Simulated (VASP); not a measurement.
NaPt, 2 atoms in the cell. The structure is hexagonal, space group P-6m2 (No. 187). Conventional cell: a = 2.851 Å, b = 2.851 Å, c = 4.890 Å, α = 90.00°, β = 90.00°, γ = 120.00°. Around Na (site symmetry -6m2) lie 6 Na at 2.85 Å and 6 Pt at 2.95 Å. Around Pt (site symmetry -6m2) lie 6 Pt at 2.85 Å and 6 Na at 2.95 Å. The cell comes from a database or a generator and needn't be the stable form of this composition.

```yaml
Program: VASP 6.6.1
Task: single point
Functional: PBEsol
Potentials_or_basis: VASP PAW PBE potentials, release 64 (Na_pv, Pt)
Cutoff: 520 eV
k_mesh: 21 × 21 × 10
Occupations: gaussian, width 0.15 eV
Spin: no spin polarisation
Dipole_correction: no
Further_INCAR_settings: ALGO = Fast; EDIFF = 1e-06; NBANDS = 16
```

Potentials or basis: VASP PAW PBE potentials, release 64 (Na_pv, Pt).

The run is started by

```sh
$ cat potpaw_PBE.64/Na_pv/POTCAR potpaw_PBE.64/Pt/POTCAR > POTCAR
$ mpirun -np 1 vasp_std > vasp.out
```

Hardware: 1 thread of Intel(R) Xeon(R) Platinum 8488C (Sapphire Rapids) (shared host).

Task: How long does it take, and how much memory?

Result: It took 97 s on 1 thread of Intel(R) Xeon(R) Platinum 8488C (Sapphire Rapids), with other jobs on the host, peak memory 0.27 GiB. Counts: scf iterations 13, k points 288.
